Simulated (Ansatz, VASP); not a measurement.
# AlGa3Sb2 in VASP and in Ansatz

```
Al Ga Sb
1.0
     4.82389    0.00000    0.00000
    -2.41195    4.17761    0.00000
     0.00000    0.00000    8.03971
Al Ga Sb
1 3 2
Direct
  0.00000 0.00000 0.50000
  0.50000 0.00000 0.50000
  0.00000 0.50000 0.50000
  0.50000 0.50000 0.50000
  0.00000 0.00000 0.83242
  0.00000 0.00000 0.16758
```

Alike in both runs: task single point; functional PBE; k mesh 6 × 6 × 2; occupations gaussian, width 0.1 eV; no spin polarisation.

|  | VASP | Ansatz |
| --- | --- | --- |
| version | VASP 6.6.1 | Ansatz 0.2.0 |
| potentials or method | VASP PAW PBE potentials, release 64 (Al, Ga_d, Sb) | scalar-relativistic, plane waves, PAW |
| plane-wave cutoff (eV) | 520 | 420 |
| valence electrons in the cell | 52 | 72 |

|  | VASP | Ansatz | Ansatz less VASP |
| --- | --- | --- | --- |
| gap on the k mesh at the Fermi level (eV) | none | none | - |
| pressure (GPa) | 13.2 | 13.0 | -0.16 |
| largest component of the traceless stress (GPa) | 8.27 | 8.31 | +0.044 |
| rms of the force components (eV/Å) | 0.014 | 0.014 | -0.0001 |

Atom by atom the forces differ by 0.000 eV/Å (rms over components). A gap of «none» marks a metal or a gap that the smearing closes. The functional is the same, so the differences come from potentials, cutoffs and numerics. The two sets of potentials don't hold the same shells in valence.

Caveats: the k mesh is coarse (spacing up to 0.39 Å⁻¹), so the values aren't converged. Spin-orbit coupling is left out, which matters for the levels of Sb.
